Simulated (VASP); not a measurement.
Data:

```yaml
crystal:
  lattice:
    - [3.18870, 0.00000, 0.00000]
    - [-1.59435, 2.76150, 0.00000]
    - [0.00000, 0.00000, 10.25967]
  atoms:
    - { symbol: Cd, position: [0.00000, 0.00000, 0.00000] }
    - { symbol: Cd, position: [0.00000, 0.00000, 0.50000] }
    - { symbol: Cd, position: [0.33333, 0.66667, 0.25000] }
    - { symbol: Cd, position: [0.66667, 0.33333, 0.75000] }
```

These are PBE GGA, VASP's PBE PAW potentials (set 64) (plane waves; VASP) values and carry that method's errors. Run with 300 eV cut-off, 8×8×3 Γ-centred mesh, Gaussian smearing of 0.10 eV, potentials Cd.

Task: Give the energies of bands 21 to 27 at the high-symmetry points, in eV from the Fermi level.

Result: 
```csv
band,Γ,M,K,A,L,H
21,-8.32,-2.64,-0.98,-8.16,-2.36,-0.59
22,-6.85,-2.59,-0.70,-8.16,-2.36,-0.59
23,-6.85,-1.59,-0.70,-4.70,-2.16,-0.43
24,-2.15,-1.48,0.45,-4.70,-2.16,-0.43
25,-1.23,-0.62,0.74,2.04,0.59,0.00
26,6.34,-0.39,0.93,2.04,0.59,0.00
27,6.34,3.13,0.93,11.09,1.54,2.59
```

It has no gap at this level: it comes out as a metal or semimetal.

The structure was generated: Cd was put into an ordered model structure, which need not be its known phase. The cell was not relaxed at this level.
